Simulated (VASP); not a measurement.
# Lattice of MgB2 across functionals and dispersion corrections, part 2 of 2

How close do the usual functionals, with and without dispersion, come to the cell of MgB2? LASPH is on for some levels and off for others; the table marks which. The start is a cell from a database of measured crystal structures.

VASP 6.6.1, plane waves and PAW; the level of theory is named at each step.

Still holding for the runs below: The k-mesh is coarse for a metal.

So far. Step 2 (Relaxation with PBE): It ends with forces that vanish by symmetry and a pressure of 0.01 GPa. The volume lies -0.5 % from that of the database's start, which holds the thermal and zero-point expansion of its experiment. The conventional cell has a = 3.081 and c = 3.500 Å.

## 3. Relaxation with LDA

This step: LDA; plane waves and PAW (Mg, B) (VASP 6.6.1).

LDA, the lowest rung, knows the local density alone.

INCAR

```
SYSTEM = MgB2
PREC = Accurate
ENCUT = 520
EDIFF = 1E-06
NELM = 100
ISMEAR = -1
SIGMA = 0.05
LREAL = .FALSE.
ALGO = Normal
GGA = CA
NBANDS = 10
LORBIT = 11
LWAVE = .FALSE.
LCHARG = .FALSE.
KPAR = 2
IBRION = 2
NSW = 60
ISIF = 3
EDIFFG = -0.01
```

POSCAR

```
MgB2
1.0
    3.0823000000      0.0000000000      0.0000000000
   -1.5411500000      2.6693501021      0.0000000000
    0.0000000000      0.0000000000      3.5146100000
Mg B
1 2
Direct
    0.0000000000      0.0000000000      0.0000000000
    0.3333333333      0.6666666667      0.5000000000
    0.6666666667      0.3333333333      0.5000000000
```

KPOINTS

```
Automatic mesh
0
Gamma
8 8 6
0 0 0
```

The projector-augmented-wave data sets are Mg and B (PBE family, release 64).

Command:

```
> mpirun -np 2 vasp_std
```

Log:

```text
[banner, memory and clock lines left out]
running    2 mpi-ranks, on    1 nodes
 distrk:  each k-point on    1 cores,    2 groups
 distr:  one band on    1 cores,    1 groups

 POSCAR found type information on POSCAR MgB
 POSCAR found :  2 types and       3 ions
|                                                                             |
|               ----> ADVICE to this user running VASP <----                  |
|                                                                             |
|     You enforced a specific xc type in the INCAR file but a different       |
|     [... a line on the potential file left out ...]
|     I HOPE YOU KNOW WHAT YOU ARE DOING!                                     |
|                                                                             |

 LDA part: xc-table for (Slater(with rela. corr.)+CA(PZ))
 , standard interpolation
 POSCAR, INCAR and KPOINTS ok, starting setup
 FFT: planning ... GRIDC
 FFT: planning ... GRID_SOFT
 FFT: planning ... GRID
 WAVECAR not read
 entering main loop
       N       E                     dE             d eps       ncg     rms          rms(c)
DAV:   1     0.166843683941E+01    0.16684E+01   -0.39038E+03   864   0.677E+02
DAV:   2    -0.181496906364E+02   -0.19818E+02   -0.18447E+02  1006   0.110E+02
DAV:   3    -0.186315464041E+02   -0.48186E+00   -0.47834E+00  1050   0.150E+01
DAV:   4    -0.186326393799E+02   -0.10930E-02   -0.10927E-02  1016   0.728E-01
DAV:   5    -0.186326419539E+02   -0.25740E-05   -0.25735E-05   982   0.339E-02    0.516E+00
DAV:   6    -0.171780228091E+02    0.14546E+01   -0.20755E+00   882   0.694E+00    0.239E+00
DAV:   7    -0.169292508522E+02    0.24877E+00   -0.10248E+00   896   0.485E+00    0.729E-01
DAV:   8    -0.169317342299E+02   -0.24834E-02   -0.10504E-01   854   0.183E+00    0.442E-01
DAV:   9    -0.169220473638E+02    0.96869E-02   -0.23008E-02   894   0.717E-01    0.556E-02
DAV:  10    -0.169220122571E+02    0.35107E-04   -0.86029E-04  1000   0.181E-01    0.210E-02
DAV:  11    -0.169220093233E+02    0.29338E-05   -0.51700E-05   918   0.413E-02    0.813E-03
DAV:  12    -0.169220054573E+02    0.38660E-05   -0.15591E-05   904   0.190E-02    0.134E-03
DAV:  13    -0.169220053950E+02    0.62311E-07   -0.23653E-07   526   0.358E-03
   1 F= -.16922005E+02 E0= -.16916949E+02  d E =-.169220E+02
 curvature:   0.00 expect dE= 0.000E+00 dE for cont linesearch  0.000E+00
 trial: gam= 0.00000 g(F)=  0.375E-49 g(S)=  0.644E-01 ort = 0.000E+00 (trialstep = 0.100E+01)
 search vector abs. value=  0.644E-01
 bond charge predicted
       N       E                     dE             d eps       ncg     rms          rms(c)
DAV:   1    -0.169542648286E+02   -0.32259E-01   -0.48905E-01   836   0.686E+00    0.516E-01
DAV:   2    -0.169451303769E+02    0.91345E-02   -0.16994E-02   886   0.746E-01    0.220E-01
DAV:   3    -0.169440135422E+02    0.11168E-02   -0.25291E-03   908   0.290E-01    0.728E-02
DAV:   4    -0.169438682121E+02    0.14533E-03   -0.12146E-04   878   0.701E-02    0.973E-03
DAV:   5    -0.169438656486E+02    0.25635E-05   -0.43258E-06   906   0.139E-02    0.314E-03
DAV:   6    -0.169438654340E+02    0.21459E-06   -0.40700E-07   490   0.365E-03
   2 F= -.16943865E+02 E0= -.16938972E+02  d E =-.218600E-01
[...]
3 F= -.16946679E+02 E0= -.16941748E+02  d E =-.246731E-01
[...]
4 F= -.16948372E+02 E0= -.16943798E+02  d E =-.169376E-02
 trial-energy change:   -0.001694  1 .order   -0.001663   -0.002550   -0.000776
 step:   1.3145(harm=  1.3668)  dis= 0.00000  next Energy=   -16.948523 (dE=-0.184E-02)
 bond charge predicted
       N       E                     dE             d eps       ncg     rms          rms(c)
DAV:   1    -0.169486869205E+02   -0.31414E-03   -0.54971E-03   896   0.487E-01    0.522E-02
DAV:   2    -0.169485381268E+02    0.14879E-03   -0.31439E-04   924   0.100E-01    0.160E-02
DAV:   3    -0.169485253662E+02    0.12761E-04   -0.41920E-05   940   0.337E-02    0.379E-03
DAV:   4    -0.169485249128E+02    0.45340E-06   -0.23528E-06   824   0.990E-03
   5 F= -.16948525E+02 E0= -.16944036E+02  d E =-.184638E-02
 curvature:  -0.70 expect dE=-0.504E-06 dE for cont linesearch -0.234E-06
 trial: gam=-0.01309 g(F)=  0.149E-48 g(S)=  0.719E-06 ort = 0.306E-04 (trialstep = 0.102E+01)
 search vector abs. value=  0.398E-06
 reached required accuracy - stopping structural energy minimisation
```

Run time: 18 s. Hardware: 2 MPI ranks of AMD EPYC 7R43, shared host; peak memory 0.22 GiB; 35 s of CPU time.

From OUTCAR (step 3):

```text
The static configuration has the point symmetry D_6h.

 Found     40 irreducible k-points:

   NELECT =       8.0000    total number of electrons

 E-fermi :   5.3791

 k-point     1 :       0.0000    0.0000    0.0000
  band No.  band energies     occupation
      1      -7.1879      2.00000
      2       2.4959      2.00000
      3       5.7138      0.00248
      4       5.7138      0.00248
      5       7.3793      0.00000
      6      11.7510      0.00000
      7      11.7510      0.00000
    ...

 k-point     2 :       0.1250   -0.0000    0.0000
  band No.  band energies     occupation
      1      -6.9121      2.00000
      2       2.7627      2.00000
      3       4.4520      2.00000
      4       5.1210      1.98861
      5       7.6089      0.00000
      6      11.5840      0.00000
      7      12.9021      0.00000
      8      14.4473      0.00000
      9      14.6355      0.00000
    ...

  Total        0.0044896      0.0044896     -0.0021031      0.0000000     -0.0000000      0.0000000
  in kB        0.2602285      0.2602285     -0.1218987      0.0000000     -0.0000000      0.0000000
  external PRESSURE =       0.1328527 kB  Pullay stress =       0.0000000 kB

  energy-cutoff  :      520.00
  volume of cell :       27.64
      direct lattice vectors                 reciprocal lattice vectors
     3.047566965  0.000000000  0.000000000     0.328130608  0.189446295  0.000000000
    -1.523783482  2.639270411 -0.000000000    -0.000000000  0.378892589  0.000000000
    -0.000000000 -0.000000000  3.436592823    -0.000000000  0.000000000  0.290985884

 POSITION                                       TOTAL-FORCE (eV/Angst)
 -----------------------------------------------------------------------------------
     -1.52378      2.63927      3.43659        -0.000000      0.000000      0.000000
     -0.00000      1.75951      1.71830         0.000000     -0.000000     -0.000000
      1.52378      0.87976      1.71830        -0.000000      0.000000      0.000000
 -----------------------------------------------------------------------------------
    total drift:                                0.000000     -0.000000     -0.000000

  FREE ENERGIE OF THE ION-ELECTRON SYSTEM (eV)
  ---------------------------------------------------
  free  energy   TOTEN  =       -16.9485249128 eV

  energy  without entropy=      -16.9395468764  energy(sigma->0) =      -16.94403589

 total charge
# of ion       s       p       d       tot
------------------------------------------
    1        0.167   0.196   0.065   0.428
    2        0.683   1.270   0.000   1.953
    3        0.683   1.270   0.000   1.953
--------------------------------------------------
tot          1.534   2.735   0.065   4.335

[... 8 parts as in an earlier step ...]

[... 5 further parts left out ...]
```

The PAW data sets were made with PBE, though LDA sets exist; this is a small mismatch.

The steps of the relaxation:

| step | energy less that of the first step (eV) | largest force (eV/Å) | pressure (GPa) | volume (Å³) |
| --- | --- | --- | --- | --- |
| 1 | 0.0000 | 0.0000 | -6.40 | 28.92 |
| 2 | -0.0219 | 0.0000 | 2.39 | 27.34 |
| 3 | -0.0247 | 0.0000 | 0.03 | 27.72 |
| 4 | -0.0264 | 0.0000 | 0.02 | 27.66 |
| 5 | -0.0265 | 0.0000 | 0.01 | 27.64 |

| conventional cell, symmetrised | before | after | change |
| --- | --- | --- | --- |
| a (Å) | 3.082 | 3.048 | -1.1 % |
| b (Å) | 3.082 | 3.048 | -1.1 % |
| c (Å) | 3.515 | 3.437 | -2.2 % |
| volume (Å³/atom) | 9.64 | 9.21 | -4.4 % |

Final coordinates:

```cif
data_structure
_symmetry_space_group_name_H-M 'P 1'
_symmetry_Int_Tables_number 1
_cell_length_a 3.0476
_cell_length_b 3.0476
_cell_length_c 3.4366
_cell_angle_alpha 90.000
_cell_angle_beta 90.000
_cell_angle_gamma 120.000
_cell_volume 27.64
loop_
_atom_site_label
_atom_site_type_symbol
_atom_site_fract_x
_atom_site_fract_y
_atom_site_fract_z
_atom_site_occupancy
Mg1 Mg 0.00000 0.00000 0.00000 1
B2 B 0.33333 0.66667 0.50000 1
B3 B 0.66667 0.33333 0.50000 1
```

This step gave:

| Property | Result |
| --- | --- |
| free energy (TOTEN) | -16.95 eV |
| energy at zero smearing | -16.94 eV |
| Fermi energy | 5.379 eV |
| pressure | 0.01329 GPa |
| SCF cycles over all ionic steps | 33 |

It ends at 9.214 Å³/atom, -4.4 % from the start, with 0.01 GPa left. The conventional cell has a = 3.048 and c = 3.437 Å.

## 4. Relaxation with r2SCAN

This step: r2SCAN; plane waves and PAW (Mg, B) (VASP 6.6.1).

r2SCAN adds the kinetic-energy density, costs more than a GGA and is run with LASPH.

INCAR: that of step 3 with these lines changed.

```diff
@@ -9,3 +9,4 @@
 ALGO = Normal
-GGA = CA
+METAGGA = R2SCAN
+LASPH = .TRUE.
 NBANDS = 10
```

POSCAR is that of step 3.

KPOINTS is that of step 3.

Command:

```
> mpirun -np 2 vasp_std
```

Log:

```text
[banner, memory and clock lines left out]
running    2 mpi-ranks, on    1 nodes
[...]
[... a notice as in an earlier step ...]

 LDA part: xc-table for (None), standard interpolation
 POSCAR, INCAR and KPOINTS ok, starting setup
[...]
entering main loop
       N       E                     dE             d eps       ncg     rms          rms(c)
DAV:   1    -0.104388644206E+01   -0.10439E+01   -0.40298E+03   872   0.700E+02
DAV:   2    -0.213156863006E+02   -0.20272E+02   -0.18884E+02  1008   0.114E+02
DAV:   3    -0.218041216766E+02   -0.48844E+00   -0.48559E+00  1058   0.154E+01
DAV:   4    -0.218052458065E+02   -0.11241E-02   -0.11237E-02  1006   0.762E-01
[...]
DAV:  11    -0.193959390881E+02   -0.92017E-06   -0.66734E-05   902   0.570E-02    0.370E-03
DAV:  12    -0.193959422824E+02   -0.31943E-05   -0.51206E-06   932   0.164E-02    0.226E-03
DAV:  13    -0.193959428157E+02   -0.53333E-06   -0.22878E-06   876   0.114E-02
   1 F= -.19395943E+02 E0= -.19391469E+02  d E =-.193959E+02
[... from here on, the cycles between the ionic steps are left out ...]
   2 F= -.19398197E+02 E0= -.19393825E+02  d E =-.225376E-02
   3 F= -.19398347E+02 E0= -.19393956E+02  d E =-.240423E-02
   4 F= -.19398645E+02 E0= -.19394440E+02  d E =-.298022E-03
   5 F= -.19398683E+02 E0= -.19394577E+02  d E =-.336095E-03
[...]
reached required accuracy - stopping structural energy minimisation
```

Elapsed: 1.7 min, on 2 MPI ranks; peak memory 0.23 GiB; 3.3 min of CPU time.

OUTCAR, selected parts (step 4):

```text
  Total        0.0058202      0.0058202      0.0028257      0.0000000      0.0000000      0.0000000
  in kB        0.3270782      0.3270782      0.1587952      0.0000000      0.0000000      0.0000000
  external PRESSURE =       0.2709839 kB  Pullay stress =       0.0000000 kB

 POSITION                                       TOTAL-FORCE (eV/Angst)
 -----------------------------------------------------------------------------------
     -1.53714      2.66240      3.48318        -0.000000      0.000000      0.000000
     -0.00000      1.77494      1.74159        -0.000000     -0.000000      0.000000
      1.53714      0.88747      1.74159         0.000000      0.000000      0.000000
 -----------------------------------------------------------------------------------
    total drift:                                0.000000     -0.000000      0.000000

  FREE ENERGIE OF THE ION-ELECTRON SYSTEM (eV)
  ---------------------------------------------------
  free  energy   TOTEN  =       -19.3986831388 eV

  energy  without entropy=      -19.3904709225  energy(sigma->0) =      -19.39457703

[... 2 parts as in an earlier step ...]

[... 2 further parts left out ...]
[key lines of the parts left out:]
E-fermi :   5.4349
```

The PAW data sets were made with PBE, which is usual practice but a small mismatch for other functionals.

Step by step:

| step | energy less that of the first step (eV) | largest force (eV/Å) | pressure (GPa) | volume (Å³) |
| --- | --- | --- | --- | --- |
| 1 | 0.0000 | 0.0000 | -1.92 | 28.92 |
| 2 | -0.0023 | 0.0000 | 0.62 | 28.44 |
| 3 | -0.0024 | 0.0000 | 0.10 | 28.53 |
| 4 | -0.0027 | 0.0000 | 0.05 | 28.52 |
| 5 | -0.0027 | 0.0000 | 0.03 | 28.51 |

| conventional cell, symmetrised | before | after | change |
| --- | --- | --- | --- |
| a (Å) | 3.082 | 3.074 | -0.3 % |
| b (Å) | 3.082 | 3.074 | -0.3 % |
| c (Å) | 3.515 | 3.483 | -0.9 % |
| volume (Å³/atom) | 9.64 | 9.50 | -1.4 % |

The relaxed structure:

```cif
data_structure
_symmetry_space_group_name_H-M 'P 1'
_symmetry_Int_Tables_number 1
_cell_length_a 3.0743
_cell_length_b 3.0743
_cell_length_c 3.4832
_cell_angle_alpha 90.000
_cell_angle_beta 90.000
_cell_angle_gamma 120.000
_cell_volume 28.51
loop_
_atom_site_label
_atom_site_type_symbol
_atom_site_fract_x
_atom_site_fract_y
_atom_site_fract_z
_atom_site_occupancy
Mg1 Mg 0.00000 0.00000 0.00000 1
B2 B 0.33333 0.66667 0.50000 1
B3 B 0.66667 0.33333 0.50000 1
```

It ends at 9.503 Å³/atom, -1.4 % from the start, with 0.03 GPa left. The conventional cell has a = 3.074 and c = 3.483 Å.

## 5. Relaxation with PBE + D3(BJ)

This step: PBE with D3(BJ); plane waves and PAW (Mg, B) (VASP 6.6.1).

A dispersion term adds the long-range attraction that semilocal functionals lack. D3 with Becke-Johnson damping keeps a finite attraction at short range.

INCAR: that of step 4 with these lines changed.

```diff
@@ -9,4 +9,4 @@
 ALGO = Normal
-METAGGA = R2SCAN
-LASPH = .TRUE.
+GGA = PE
+IVDW = 12
 NBANDS = 10
```

POSCAR is that of step 4.

KPOINTS is that of step 4.

Command:

```
> mpirun -np 2 vasp_std
```

Log:

```text
[... set-up lines as in an earlier step ...]
 entering main loop
       N       E                     dE             d eps       ncg     rms          rms(c)
[... 13 cycles as in an earlier step ...]
   1 F= -.16166129E+02 E0= -.16161136E+02  d E =-.161661E+02
[...]
2 F= -.16182632E+02 E0= -.16177834E+02  d E =-.165027E-01
[...]
3 F= -.16184229E+02 E0= -.16179389E+02  d E =-.180996E-01
[...]
4 F= -.16185687E+02 E0= -.16181195E+02  d E =-.145775E-02
[...]
5 F= -.16185799E+02 E0= -.16181392E+02  d E =-.157039E-02
[...]
reached required accuracy - stopping structural energy minimisation
```

Run time: 19 s. Hardware: 2 MPI ranks; peak memory 0.26 GiB; 37 s of CPU time.

Parts of OUTCAR (step 5):

```text
 Edisp (eV)   -0.88439

 Edisp (eV)   -0.88494

  Total       0.00565     0.00565     0.00003     0.00000    -0.00000    -0.00000
  in kB       0.32540     0.32540     0.00196     0.00000    -0.00000    -0.00000
  external pressure =        0.22 kB  Pullay stress =        0.00 kB

 POSITION                                       TOTAL-FORCE (eV/Angst)
 -----------------------------------------------------------------------------------
      0.00000      0.00000     -0.00000        -0.000000     -0.000000      0.000000
     -0.00000      1.76324      1.72156        -0.000000     -0.000000      0.000000
      1.52701      0.88162      1.72156         0.000000      0.000000      0.000000
 -----------------------------------------------------------------------------------
    total drift:                                0.000000     -0.000000      0.000000

  FREE ENERGIE OF THE ION-ELECTRON SYSTEM (eV)
  ---------------------------------------------------
  free  energy   TOTEN  =       -16.1857992306 eV

  energy  without entropy=      -16.1769847514  energy(sigma->0) =      -16.18139199

[... 2 parts as in an earlier step ...]

[... 2 further parts left out ...]
[key lines of the parts left out:]
E-fermi :   5.5621
```

Dispersion corrections of this kind ignore metallic screening and tend to overbind metals.

Step by step:

| step | energy less that of the first step (eV) | largest force (eV/Å) | pressure (GPa) | volume (Å³) |
| --- | --- | --- | --- | --- |
| 1 | 0.0000 | 0.0000 | -5.40 | 28.92 |
| 2 | -0.0165 | 0.0000 | 1.83 | 27.58 |
| 3 | -0.0181 | 0.0000 | 0.08 | 27.88 |
| 4 | -0.0196 | 0.0000 | 0.04 | 27.83 |
| 5 | -0.0197 | 0.0000 | 0.02 | 27.81 |

| conventional cell, symmetrised | before | after | change |
| --- | --- | --- | --- |
| a (Å) | 3.082 | 3.054 | -0.9 % |
| b (Å) | 3.082 | 3.054 | -0.9 % |
| c (Å) | 3.515 | 3.443 | -2.0 % |
| volume (Å³/atom) | 9.64 | 9.27 | -3.8 % |

The relaxed structure:

```xyz
3
Lattice="3.0540 0.0000 0.0000 -1.5270 2.6449 0.0000 0.0000 0.0000 3.4431" Properties=species:S:1:pos:R:3 pbc="T T T"
Mg    0.0000    0.0000    0.0000
B     0.0000    1.7632    1.7216
B     1.5270    0.8816    1.7216
```

It ends at 9.271 Å³/atom, -3.8 % from the start, with 0.02 GPa left. The conventional cell has a = 3.054 and c = 3.443 Å. Against plain PBE, the dispersion term moves a by -0.9 % and c by -1.6 %.

## 6. The cells as a table

This step: relaxed cells at several levels; plane waves and PAW (VASP 6.6.1).

This step runs nothing: it gathers the runs above.

Lengths are those of the conventional cell; cost is the wall time of each run, as given at its step, times its ranks, without the set-up around it; LASPH differs between rows, which moves results and costs too. Results by level, by row:

| level | volume (Å³/atom) | change from the start (%) | a (Å) | c (Å) | cost (core minutes) | LASPH |
| --- | --- | --- | --- | --- | --- | --- |
| PBE | 9.59 | -0.5 | 3.081 | 3.5 | 0.54 | off |
| LDA | 9.21 | -4.4 | 3.048 | 3.437 | 0.6 | off |
| r2SCAN | 9.5 | -1.4 | 3.074 | 3.483 | 3.37 | on |
| PBE + D3(BJ) | 9.27 | -3.8 | 3.054 | 3.443 | 0.64 | off |

## 7. Summary of results

- volume, PBE: 9.592 Å³/atom
- volume, LDA: 9.214 Å³/atom
- volume, r2SCAN: 9.503 Å³/atom
- volume, PBE + D3(BJ): 9.271 Å³/atom

For MgB2 the levels give volumes between 9.214 Å³/atom (LDA) and 9.592 Å³/atom (PBE), a spread of 4.1 %, while the cost of the finished runs spans a factor of 6.2. Within 1 % of experiment on every length: PBE. The nearest, PBE, is among the cheap ones. Thermal and zero-point expansion, often some tenths of a per cent in length, bear on this order: with the measured lengths lowered by an assumed 0.4 % the nearest is still PBE. The costs hold the number of ionic steps as well as the price of the functional. Adding D3(BJ) to PBE changes the volume by -3.4 % (a by -0.9 % and c by -1.6 %). Pairwise corrections of the D and TS kind ignore the screening in a metal, so they may overbind here. Within 0.02 Å all end in space group P6/mmm; the runs can't lower the symmetry of the start. The k-sampling is coarse for a metal, so the Fermi level, pressures and the shape of the cell carry errors. LASPH is on for some levels and off for others, so differences between them are not the functional's alone. Each is a single relaxation on the plane waves of the start cell, so larger changes of volume carry a basis-set error that was not tested here.

Computed beside measured:

| quantity | measured | PBE | LDA | r2SCAN | PBE + D3(BJ) |
| --- | --- | --- | --- | --- | --- |
| lattice constant a (Å) | 3.086 | 3.081 (-0.2 %) | 3.048 (-1.2 %) | 3.074 (-0.4 %) | 3.054 (-1.0 %) |
| lattice constant c (Å) | 3.521 | 3.500 (-0.6 %) | 3.437 (-2.4 %) | 3.483 (-1.1 %) | 3.443 (-2.2 %) |

Measured values from arxiv:cond-mat/0210107 (2002).

**Verdict.** For the lattice constant a, of the levels listed nearest comes PBE (-0.2 %, good agreement) and farthest LDA (-1.2 %, fair agreement). For the lattice constant c, of the levels listed nearest comes PBE (-0.6 %, good agreement) and farthest LDA (-2.4 %, a clear miss). The grades are ours: good and fair within 0.7 and 1.5 % for the lattice constant a and 0.8 and 2 % for the lattice constant c. For lattice constants the calculation has a static lattice, without zero-point motion or thermal expansion (measured at up to 300 K).

[Lines on the potential files, build, host, timing and source positions are cut from VASP's logs without a mark.]

[Logs are printed without paths, hosts, clocks, repeated set-up lines and the standing remarks that a program may print on its own settings, such as how far it seeks lower states.]

[Hosts, paths, dates, database ids (printed as entryN), source tags and the programs' standing remarks are cut or masked in the printed files.]

[A measured line is paired with the nearest computed mode of its activity, which favours agreement.]
